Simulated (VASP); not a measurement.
# SiRh3 (I4/mmm) in VASP: equation of state

How stiff is SiRh3 in PBE, and what volume does it want? The cell is scaled to several volumes.

Everything below comes from runs of VASP 6.6.1. Logs are shortened: lines on timing, memory, paths and dates and some standing lists are left out, and cuts for length are marked.

## 1. The structure

The structure is tetragonal, space group I4/mmm (No. 139). Conventional cell: a = 3.867 Å, b = 3.867 Å, c = 7.339 Å, α = 90.00°, β = 90.00°, γ = 90.00°. Around Rh (site symmetry 4/mmm) lie 8 Rh at 2.67 Å and 4 Si at 2.73 Å. Around Rh (site symmetry -4m2) lie 8 Rh at 2.67 to 2.73 Å and 4 Si at 2.67 Å. Si (site symmetry 4/mmm) has 12 Rh at 2.67 to 2.73 Å as nearest neighbours.

The cell comes from a database or a generator and needn't be the stable form of this composition.

## 2. Equation of state, PBE, 12.90 Å³/atom (volume scaled by 0.94)

The input, INCAR:

```
SYSTEM = SiRh3
PREC = Accurate ; ENCUT = 520
EDIFF = 1E-7 ; ISMEAR = -1
SIGMA = 0.05 ; LREAL = .False.
LASPH = .True. ; NELM = 60
ALGO = Normal ; ISIF = 2
LWAVE = .False. ; LCHARG = .False.
GGA = PE ; NBANDS = 32
```

The input, KPOINTS:

```
regular mesh
0
Gamma
  10 10 10
  0 0 0
```

The input, POSCAR:

```
SiRh3
1.0
   -1.8940963531      1.8940963531      3.5944384105
    1.8940963531     -1.8940963531      3.5944384105
    1.8940963531      1.8940963531     -3.5944384105
Rh Si
3 1
Direct
    0.5000000000      0.5000000000      0.0000000000
    0.2500000000      0.7500000000      0.5000000000
    0.7500000000      0.2500000000      0.5000000000
    0.0000000000      0.0000000000      0.0000000000
```

Potentials or basis: VASP PAW PBE potentials, release 64 (Rh_pv, Si).

On the command line:

```bash
> cat potpaw_PBE.64/Rh_pv/POTCAR potpaw_PBE.64/Si/POTCAR > POTCAR
> mpirun -np 1 vasp_std > vasp.out
```

OUTCAR:

```text
SYSTEM = SiRh3
   PREC = Accurate
   ENCUT = 520
   EDIFF = 1E-7
   ISMEAR = -1
   LREAL = .False.
   LASPH = .True.
   NELM = 60
   ISIF = 2
   GGA = PE

 Found    102 irreducible k-points:

 Following reciprocal coordinates:
            Coordinates               Weight
  0.000000  0.000000  0.000000      1.000000
  0.100000  0.000000  0.000000      8.000000
  0.200000  0.000000  0.000000      8.000000
  0.300000 -0.000000  0.000000      8.000000
  0.400000 -0.000000  0.000000      8.000000
  0.500000 -0.000000  0.000000      4.000000
   k-points           NKPTS =    102   k-points in BZ     NKDIM =    102   number of bands    NBANDS=     32
   number of dos      NEDOS =    301   number of ions     NIONS =      4
   total plane-waves  NPLWV =  46656
   dimension x,y,z NGX =    36 NGY =   36 NGZ =   36
   dimension x,y,z NGXF=    72 NGYF=   72 NGZF=   72
   ions per type =               3   1
   NGX,Y,Z   is equivalent  to a cutoff of  13.35, 13.35, 13.35 a.u.
   NGXF,Y,Z  is equivalent  to a cutoff of  26.70, 26.70, 26.70 a.u.
 SYSTEM =  SiRh3
   PREC   = accura    normal or accurate (medium, high low for compatibility)
   ISTART =      0    job   : 0-new  1-cont  2-samecut
   ICHARG =      2    charge: 1-file 2-atom 10-const
   ISPIN  =      1    spin polarized calculation?
   LNONCOLLINEAR =      F non collinear calculations
   LSORBIT =      F    spin-orbit coupling
   LASPH  =      T    aspherical Exc in radial PAW
   ENCUT  =  520.0 eV  38.22 Ry    6.18 a.u.   8.33  8.33  8.33*2*pi/ulx,y,z
   NELM   =     60;   NELMIN=  2; NELMDL= -5     # of ELM steps
   EDIFF  = 0.1E-06   stopping-criterion for ELM
   LREAL  =      F    real-space projection
   EDIFFG = 0.1E-05   stopping-criterion for IOM
   NSW    =      0    number of steps for IOM
   IBRION =     -1    ionic relax: 0-MD 1-quasi-New 2-CG
   NFREE  =      0    steps in history (QN), initial steepest desc. (CG)
   ISIF   =      2    stress and relaxation
   ISYM   =      2    0-nonsym 1-usesym 2-fastsym
   POTIM  = 0.5000    time-step for ionic-motion
   TEBEG  =    0.0;   TEEND  =   0.0 temperature during run
   PSTRESS=    0.0 pullay stress
   NELECT =      49.0000    total number of electrons
   NUPDOWN=      -1.0000    fix difference up-down
   EMIN   =  10.00;   EMAX   =-10.00  energy-range for DOS
   EFERMI =   0.00;   METHOD = LEGACY
   ISMEAR =    -1;   SIGMA  =   0.05  broadening in eV -4-tet -1-fermi 0-gaus
   EFERMI_NEDOS =   21; number of points for ismear=-14 and -15
   IALGO  =     38    algorithm
   IMIX   =      4    mixing-type and parameters
     AMIX     =   0.40;   BMIX     =  1.00
     AMIX_MAG =   1.60;   BMIX_MAG =  1.00
  volume/ion in A,a.u.               =      12.90        87.02
  Fermi-wavevector in a.u.,A,eV,Ry     =   1.609318  3.041170 35.237778  2.589904
  Thomas-Fermi vector in A             =   2.705047
   LORBIT       =      0    0 simple, 1 ext, 2 COOP (PROOUT), +10 PAW based schemes
   GGA     = PE    functional components
[... 5 lines left out ...]
 non-spin polarized calculation
  energy-cutoff  :      520.00
  volume of cell :       51.58
 maximum number of plane-waves:      1410
 NGX is ok and might be reduce to    36
   NGX = 17   NGY = 17   NGZ = 17

 number of electron      48.9999996 magnetization

 Free energy of the ion-electron system (eV)
  ---------------------------------------------------
  ext. energy  EPLUGINS =         0.00000000
  ---------------------------------------------------
  free energy    TOTEN  =       -28.52707074 eV

  energy without entropy =      -28.48971084  energy(sigma->0) =      -28.50839079

 E-fermi :  12.7916     XC(G=0): -13.7318

 val. band max:       12.7889073931   @ k =   0.5000   0.1000   0.0000
 cond. band min:      12.7943189514   @ k =   0.4000   0.3000   0.1000
 fundamental gap:      0.0054115583
 Fermi energy:        12.7916020006

 k-point     1 :       0.0000    0.0000    0.0000
  band No.  band energies     occupation
      1     -34.3086      2.00000
      2     -34.1561      2.00000
      3     -34.1561      2.00000
      4     -34.0378      2.00000
      5     -34.0378      2.00000
      6     -33.9436      2.00000
      7     -33.7121      2.00000
      8     -33.7121      2.00000
      9     -33.6884      2.00000
     10       1.4611      2.00000
     11       6.4485      2.00000
     12       6.6222      2.00000
     13       7.0368      2.00000
     14       7.4772      2.00000
     15       7.4772      2.00000
     16       8.8502      2.00000
     17       8.9670      2.00000
     18       8.9670      2.00000
     19      10.9498      2.00000
     20      11.5775      2.00000
     21      11.7706      2.00000
     22      11.8910      2.00000
     23      11.8910      2.00000
     24      12.3832      1.99943
     25      13.3013      0.00007
     26      13.6833      0.00000
     27      15.9290      0.00000
     28      16.6684      0.00000
     29      16.6684      0.00000
     30      19.9232      0.00000
     31      19.9232      0.00000
     32      20.4164      0.00000

 k-point     2 :       0.1000    0.0000    0.0000
  band No.  band energies     occupation
      1     -34.3080      2.00000
      2     -34.1551      2.00000
      3     -34.1505      2.00000
      4     -34.0509      2.00000
      5     -34.0327      2.00000
      6     -33.9216      2.00000
      7     -33.7259      2.00000
      8     -33.7182      2.00000
      9     -33.6923      2.00000
     10       1.5990      2.00000
     11       6.3900      2.00000
     12       6.8450      2.00000
     13       6.9870      2.00000
     14       7.3586      2.00000
     15       7.5947      2.00000
     16       8.7874      2.00000
     17       8.9788      2.00000
     18       9.0354      2.00000
     19      10.9473      2.00000
     20      11.2456      2.00000
     21      11.6290      2.00000
     22      11.7727      2.00000
     23      11.7830      2.00000
     24      12.2788      1.99993
     25      13.5457      0.00000
     26      13.8238      0.00000
     27      15.5616      0.00000
     28      16.7673      0.00000
     29      17.1682      0.00000
     30      19.0377      0.00000
     31      20.1422      0.00000
     32      20.3140      0.00000

 k-point     3 :       0.2000    0.0000    0.0000
  band No.  band energies     occupation
      1     -34.3008      2.00000
      2     -34.1537      2.00000
      3     -34.1524      2.00000
      4     -34.0496      2.00000
      5     -34.0189      2.00000
      6     -33.8874      2.00000
      7     -33.7693      2.00000
      8     -33.7351      2.00000
      9     -33.6953      2.00000
     10       1.9910      2.00000
     11       6.4430      2.00000
     12       6.9460      2.00000
     13       6.9765      2.00000
     14       7.4008      2.00000
     15       7.8057      2.00000
     16       8.5563      2.00000
     17       9.0460      2.00000
     18       9.1431      2.00000
     19      10.3881      2.00000
     20      10.7887      2.00000
     21      11.5343      2.00000
     22      11.6055      2.00000
     23      11.7931      2.00000
     24      12.0995      2.00000
     25      13.2295      0.00031
     26      14.5147      0.00000
     27      15.1051      0.00000
     28      16.9763      0.00000
     29      17.0293      0.00000
     30      18.3713      0.00000
     31      20.3678      0.00000
     32      20.6095      0.00000

 k-point     4 :       0.3000   -0.0000    0.0000
  band No.  band energies     occupation
      1     -34.2831      2.00000
      2     -34.1681      2.00000
      3     -34.1485      2.00000
      4     -34.0208      2.00000
      5     -34.0000      2.00000
      6     -33.8870      2.00000
      7     -33.8099      2.00000
      8     -33.7585      2.00000
      9     -33.6957      2.00000
     10       2.5670      2.00000
     11       6.5413      2.00000
     12       6.7363      2.00000
     13       6.9760      2.00000
     14       7.8203      2.00000
     15       7.9719      2.00000
     16       8.2928      2.00000
     17       9.1987      2.00000
     18       9.2234      2.00000
     19       9.9158      2.00000
     20      10.3508      2.00000
     21      11.1599      2.00000
     22      11.5469      2.00000
     23      11.7091      2.00000
     24      11.9842      2.00000
     25      12.9560      0.07192
     26      14.2267      0.00000
     27      14.9557      0.00000
     28      16.3531      0.00000
     29      17.3964      0.00000
     30      18.4678      0.00000
     31      20.6735      0.00000
     32      21.0506      0.00000

 k-point     5 :       0.4000   -0.0000    0.0000
  band No.  band energies     occupation
      1     -34.2670      2.00000
      2     -34.1635      2.00000
      3     -34.1451      2.00000
      4     -33.9923      2.00000
      5     -33.9820      2.00000
      6     -33.9445      2.00000
      7     -33.8099      2.00000
      8     -33.7804      2.00000
      9     -33.6943      2.00000
     10       3.1803      2.00000
     11       6.1047      2.00000
     12       6.8846      2.00000
     13       7.0447      2.00000
     14       7.8146      2.00000
     15       8.0713      2.00000
     16       8.6836      2.00000
     17       9.2317      2.00000
     18       9.4700      2.00000
     19       9.8052      2.00000
     20       9.9060      2.00000
     21      10.8226      2.00000
     22      11.3947      2.00000
     23      11.4493      2.00000
     24      11.5921      2.00000
     25      12.8889      0.25010
     26      13.4543      0.00000
     27      14.9871      0.00000
     28      16.3920      0.00000
     29      17.8161      0.00000
     30      18.4785      0.00000
     31      20.0702      0.00000
     32      22.0543      0.00000

 k-point     6 :       0.5000   -0.0000    0.0000
  band No.  band energies     occupation
      1     -34.2632      2.00000
      2     -34.1489      2.00000
      3     -34.1436      2.00000
      4     -33.9815      2.00000
      5     -33.9801      2.00000
      6     -33.9742      2.00000
      7     -33.8072      2.00000
      8     -33.7898      2.00000
      9     -33.6933      2.00000
     10       3.4957      2.00000
     11       5.8036      2.00000
     12       6.9564      2.00000
     13       7.0806      2.00000
     14       7.8442      2.00000
     15       8.1119      2.00000
     16       9.0500      2.00000
     17       9.1401      2.00000
     18       9.5944      2.00000
     19       9.7222      2.00000
     20       9.8449      2.00000
     21      10.8075      2.00000
     22      11.0602      2.00000
     23      11.2799      2.00000
     24      11.3305      2.00000
     25      12.9066      0.18221
     26      13.2606      0.00017
     27      14.9472      0.00000
     28      16.4839      0.00000
     29      18.0710      0.00000
     30      18.4741      0.00000
     31      19.6734      0.00000
     32      22.6661      0.00000

 [... further k-points ...]
[... 5 lines left out ...]
  --------------------------------------------------------------------------------------
  -------------------------------------------------------------------------------------
  Total        4.6346087      4.6346087      4.8227950      0.0000000      0.0000000      0.0000000
  in kB      143.9555716    143.9555716    149.8008284      0.0000000      0.0000000      0.0000000
  external PRESSURE =     145.9039905 kB  Pullay stress =       0.0000000 kB

 VOLUME and BASIS-vectors are now :
 -----------------------------------------------------------------------------
  energy-cutoff  :      520.00
  volume of cell :       51.58
      direct lattice vectors                 reciprocal lattice vectors
    -1.894096353  1.894096353  3.594438411     0.000000000  0.263978123  0.139103788
     1.894096353 -1.894096353  3.594438411     0.263978123  0.000000000  0.139103788
     1.894096353  1.894096353 -3.594438411     0.263978123  0.263978123  0.000000000

 POSITION                                       TOTAL-FORCE (eV/Angst)
 -----------------------------------------------------------------------------------
      0.00000      0.00000      3.59444        -0.000000      0.000000      0.000000
      1.89410      0.00000      1.79722         0.000000     -0.000000     -0.000000
      0.00000      1.89410      1.79722        -0.000000      0.000000     -0.000000
      0.00000      0.00000      0.00000        -0.000000      0.000000      0.000000
 -----------------------------------------------------------------------------------
    total drift:                               -0.000000      0.000000     -0.000000

  FREE ENERGIE OF THE ION-ELECTRON SYSTEM (eV)
  ---------------------------------------------------
  free  energy   TOTEN  =       -28.5270707431 eV

  energy  without entropy=      -28.4897108418  energy(sigma->0) =      -28.50839079
```

It took 4.1 min on 1 thread of Intel Xeon Platinum 8259CL at 2.50GHz (Skylake/Cascade Lake), shared host; peak memory 0.28 GiB.

Results:

| Quantity | Value |
| --- | --- |
| Free energy | -28.5271 eV |
| Pressure | 14.6 GPa |
| Band gap on the k mesh | none (metal or under the smearing width) |

## 3. Equation of state, PBE, 13.17 Å³/atom (volume scaled by 0.96)

The input, INCAR:

```
SYSTEM = SiRh3
PREC = Accurate
ENCUT = 520
EDIFF = 1E-7
ISMEAR = -1
SIGMA = 0.05
LREAL = .FALSE.
LASPH = .TRUE.
NELM = 100
ALGO = Normal
ISIF = 2
LWAVE = .FALSE.
LCHARG = .FALSE.
GGA = PE
NBANDS = 32
```

The input, KPOINTS:

```
Automatic mesh
0
G
  10 10 10
  0 0 0
```

The input, POSCAR:

```
SiRh3
1.0
   -1.9074354993      1.9074354993      3.6197521911
    1.9074354993     -1.9074354993      3.6197521911
    1.9074354993      1.9074354993     -3.6197521911
Rh Si
3 1
Direct
    0.5000000000      0.5000000000      0.0000000000
    0.2500000000      0.7500000000      0.5000000000
    0.7500000000      0.2500000000      0.5000000000
    0.0000000000      0.0000000000      0.0000000000
```

Potentials or basis: VASP PAW PBE potentials, release 64 (Rh_pv, Si).

On the command line:

```bash
> cat potpaw_PBE.64/Rh_pv/POTCAR potpaw_PBE.64/Si/POTCAR > POTCAR
> mpirun -np 1 vasp_std > vasp.out
```

Run time: 4.2 min. Hardware: 1 thread of Intel Xeon Platinum 8259CL at 2.50GHz (Skylake/Cascade Lake), shared host; peak memory 0.29 GiB.

Results (log left out):

| Property | Result |
| --- | --- |
| Free energy | -28.6058 eV |
| Pressure | 8.3 GPa |
| Band gap on the k mesh | none (metal or under the smearing width) |

## 4. Equation of state, PBE, 13.44 Å³/atom (volume scaled by 0.98)

The input, INCAR:

```
SYSTEM = SiRh3
PREC = Accurate
ENCUT = 520
EDIFF = 1E-7
ISMEAR = -1
SIGMA = 0.05
LREAL = .False.
LASPH = .True.
NELM = 80
ALGO = Normal
ISIF = 2
LWAVE = .False.
LCHARG = .False.
GGA = PE
NBANDS = 32
```

The input, KPOINTS:

```
Automatic mesh
0
Gamma
  10 10 10
  0 0 0
```

The input, POSCAR:

```
SiRh3
1.0
   -1.9205906425      1.9205906425      3.6447167882
    1.9205906425     -1.9205906425      3.6447167882
    1.9205906425      1.9205906425     -3.6447167882
Rh Si
3 1
Direct
    0.5000000000      0.5000000000      0.0000000000
    0.2500000000      0.7500000000      0.5000000000
    0.7500000000      0.2500000000      0.5000000000
    0.0000000000      0.0000000000      0.0000000000
```

On the command line:

```bash
> cat potpaw_PBE.64/Rh_pv/POTCAR potpaw_PBE.64/Si/POTCAR > POTCAR
> mpirun -np 1 vasp_std > vasp.out
```

Run time: 3.5 min. Hardware: 1 thread of Intel Xeon Platinum 8259CL at 2.50GHz (Skylake/Cascade Lake), shared host; peak memory 0.29 GiB.

Results (log left out):

* Free energy: -28.6442 eV
* Pressure: 2.8 GPa
* Band gap on the k mesh: none (metal or under the smearing width)

## 5. Equation of state, PBE, 13.99 Å³/atom (volume scaled by 1.02)

The input, INCAR:

```
  ALGO = Normal
  EDIFF = 1E-7
  ENCUT = 520
  GGA = PE
  ISIF = 2
  ISMEAR = -1
  LASPH = T
  LCHARG = F
  LREAL = F
  LWAVE = F
  NBANDS = 32
  NELM = 100
  PREC = Accurate
  SIGMA = 0.05
```

The input, KPOINTS:

```
k-points
0
Gamma
  10 10 10
```

The input, POSCAR:

```
SiRh3
1.0
   -1.9463734593      1.9463734593      3.6936449996
    1.9463734593     -1.9463734593      3.6936449996
    1.9463734593      1.9463734593     -3.6936449996
Rh Si
3 1
Direct
    0.5000000000      0.5000000000      0.0000000000
    0.2500000000      0.7500000000      0.5000000000
    0.7500000000      0.2500000000      0.5000000000
    0.0000000000      0.0000000000      0.0000000000
```

On the command line:

```bash
> cat potpaw_PBE.64/Rh_pv/POTCAR potpaw_PBE.64/Si/POTCAR > POTCAR
> mpirun -np 1 vasp_std > vasp.out
```

Run time: 3.2 min. Hardware: 1 thread of Intel Xeon Platinum 8259CL at 2.50GHz (Skylake/Cascade Lake), shared host; peak memory 0.29 GiB.

It converged, with:

```
Free energy            : -28.6179 eV
Pressure               : -6.4 GPa
Band gap on the k mesh : none (metal or under the smearing width)
```

## 6. Equation of state, PBE, 14.27 Å³/atom (volume scaled by 1.04)

The input, INCAR:

```
PREC     = Accurate       # precision mode
ENCUT    = 520            # plane-wave cutoff, eV
EDIFF    = 1E-7           # SCF threshold, eV
ISMEAR   = -1             # smearing method
SIGMA    = 0.05           # smearing width, eV
LREAL    = F              # projectors in reciprocal space
LASPH    = T              # aspherical terms in the spheres
NELM     = 80             # most SCF steps
ALGO     = Normal         # electronic algorithm
ISIF     = 2              # what is computed and relaxed
LWAVE    = F              # write WAVECAR
LCHARG   = F              # write CHGCAR
GGA      = PE             # functional
NBANDS   = 32             # bands
```

The input, KPOINTS:

```
Automatic mesh
0
Gamma
  10 10 10
```

The input, POSCAR:

```
SiRh3
1.0
   -1.9590126021      1.9590126021      3.7176303795
    1.9590126021     -1.9590126021      3.7176303795
    1.9590126021      1.9590126021     -3.7176303795
Rh Si
3 1
Direct
    0.5000000000      0.5000000000      0.0000000000
    0.2500000000      0.7500000000      0.5000000000
    0.7500000000      0.2500000000      0.5000000000
    0.0000000000      0.0000000000      0.0000000000
```

Potentials or basis: VASP PAW PBE potentials, release 64 (Rh_pv, Si).

On the command line:

```bash
> cat potpaw_PBE.64/Rh_pv/POTCAR potpaw_PBE.64/Si/POTCAR > POTCAR
> mpirun -np 1 vasp_std > vasp.out
```

It took 3.1 min on 1 thread of Intel Xeon Platinum 8259CL at 2.50GHz (Skylake/Cascade Lake), shared host; peak memory 0.3 GiB.

The run converged. Its results:

```yaml
Free_energy: -28.5609 eV
Pressure: -10.3 GPa
Band_gap_on_the_k_mesh: none (metal or under the smearing width)
```

## 7. Equation of state, PBE, 14.54 Å³/atom (volume scaled by 1.06)

The input, INCAR:

```
SYSTEM = SiRh3
  PREC = Accurate
  ENCUT = 520
  EDIFF = 1E-7
  ISMEAR = -1
  SIGMA = 0.05
  LREAL = .FALSE.
  LASPH = .TRUE.
  NELM = 80
  ALGO = Normal
  ISIF = 2
  LWAVE = .FALSE.
  LCHARG = .FALSE.
  GGA = PE
  NBANDS = 32
```

The input, KPOINTS:

```
regular mesh
0
G
  10 10 10
  0 0 0
```

The input, POSCAR:

```
SiRh3
1.0
   -1.9714907258      1.9714907258      3.7413101923
    1.9714907258     -1.9714907258      3.7413101923
    1.9714907258      1.9714907258     -3.7413101923
Rh Si
3 1
Direct
    0.5000000000      0.5000000000      0.0000000000
    0.2500000000      0.7500000000      0.5000000000
    0.7500000000      0.2500000000      0.5000000000
    0.0000000000      0.0000000000      0.0000000000
```

On the command line:

```bash
> cat potpaw_PBE.64/Rh_pv/POTCAR potpaw_PBE.64/Si/POTCAR > POTCAR
> mpirun -np 1 vasp_std > vasp.out
```

It took 4.3 min on 1 thread of Intel Xeon Platinum 8259CL at 2.50GHz (Skylake/Cascade Lake), shared host; peak memory 0.3 GiB.

The run converged. Its results:

- Free energy: -28.4792 eV
- Pressure: -13.7 GPa
- Band gap on the k mesh: none (metal or under the smearing width)

## 8. Equation of state, PBE

Potentials or basis: VASP PAW PBE potentials, release 64 (Rh_pv, Si).

This step only gathers the single runs of the series.

What came out:

- Equilibrium volume: 13.60 Å³/atom
- Bulk modulus at fixed shape and positions: 241 GPa
- Pressure derivative of the bulk modulus: 5.0

Energy against volume, from the lowest point:
| volume (Å³/atom) | energy (meV/atom) |
| --- | --- |
| 12.895 | 29.95 |
| 13.170 | 10.28 |
| 13.444 | 0.67 |
| 13.719 | 0.00 |
| 13.993 | 7.24 |
| 14.267 | 21.48 |
| 14.542 | 41.91 |

Caveat: the cell was scaled at fixed shape and fractional positions, which overstates the stiffness of a crystal with free parameters, most of all of layers and chains.
